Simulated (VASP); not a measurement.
Here is the system:

```
HfO2
1.0
    0.00000     2.54000     2.54000
    2.54000     0.00000     2.54000
    2.54000     2.54000     0.00000
Hf O
1 2
Direct
  0.98622   0.01378   0.03346
  0.25000   0.25000   0.25000
  0.75000   0.75000   0.75000
```

Method: PBE GGA, VASP's PBE PAW potentials (set 64) (plane waves; VASP). Numerical set-up: 520 eV cut-off, 7×7×7 Γ-centred mesh, Gaussian smearing of 0.050 eV, potentials Hf_pv O.

Q: The ions, cell shape and volume are relaxed. Which structure does the run end with?

A: 
```
HfO2
1.0
    0.00007     2.53622     2.53621
    2.53622     0.00007     2.53621
    2.53629     2.53630     0.00000
Hf O
1 2
Direct
  0.99540   0.00460   0.01119
  0.24540   0.25458   0.26115
  0.74542   0.75460   0.76113
```
Space group Fm-3m (225), at a tolerance of 0.03 Å.

Q: How do energy and volume change from the first to the last step?

A: The energy (σ→0) changes by -14.9 meV/atom and the volume by -0.4 %, in 21 ionic steps.

The compound is HfO2 in the fluorite structure, the high-temperature cubic form, which is unstable at 0 K; the monoclinic form is the stable one. In the starting cell atoms are displaced from their ideal sites. This run relaxes it. Symmetry was kept, so distortions that lower it aren't found.
